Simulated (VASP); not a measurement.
```xyz
8
Lattice="0.0000 2.6049 2.6049 2.6049 0.0000 2.6049 10.5355 10.5355 -0.1159" Properties=species:S:1:pos:R:3 pbc="T T T"
Ga    10.4272    10.4272    -0.0076
Ga     5.3267     5.3267     5.0929
As     1.3308     1.3308     1.2741
As     4.1578     4.1578     1.0520
As     6.5889     6.5889     1.2258
As     9.0192     9.0192     1.4004
B      7.9560     7.9560     5.0685
B      7.7839     7.7839     0.0308
```

Level of theory: PBEsol GGA, VASP's PBE PAW potentials (set 64) (plane waves; VASP). Numerical set-up: 520 eV cut-off, Gaussian smearing of 0.050 eV, potentials Ga_d As B.

**Question.** Give the energies of bands 17 to 30 at the high-symmetry points, in eV from the valence-band maximum.

**Answer.** 
```
band      Γ      T     H2      L     S0      F
----  -----  -----  -----  -----  -----  -----
17    -5.26  -3.12  -7.46  -7.54  -7.46  -7.38
18    -2.71  -2.70  -7.33  -7.50  -7.33  -7.30
19    -2.71  -2.70  -5.76  -4.63  -5.75  -4.75
20    -1.85  -2.48  -5.58  -4.59  -5.58  -4.74
21    -1.85  -1.86  -5.14  -4.40  -5.16  -4.41
22    -0.95  -1.86  -4.73  -3.48  -4.72  -3.92
23    -0.67  -0.55  -3.69  -3.41  -3.77  -3.33
24    -0.67  -0.55  -3.60  -3.19  -3.51  -2.49
25     0.00  -0.14  -3.36  -2.29  -3.41  -2.23
26     0.00  -0.14  -3.06  -1.77  -3.03  -1.60
27     0.14   0.12   1.44   0.35   1.36   0.34
28     0.59   0.72   1.70   1.11   2.01   0.55
29     1.56   2.23   2.40   1.59   2.04   0.68
30     2.33   2.46   2.99   1.79   3.33   1.58
```

The gap is indirect, 0.12 eV, from the valence maximum at Γ to the conduction minimum at T.

The structure was generated: Ga2As4B2 was put into an ordered model structure (R3m), which need not be its known phase. It was relaxed first.
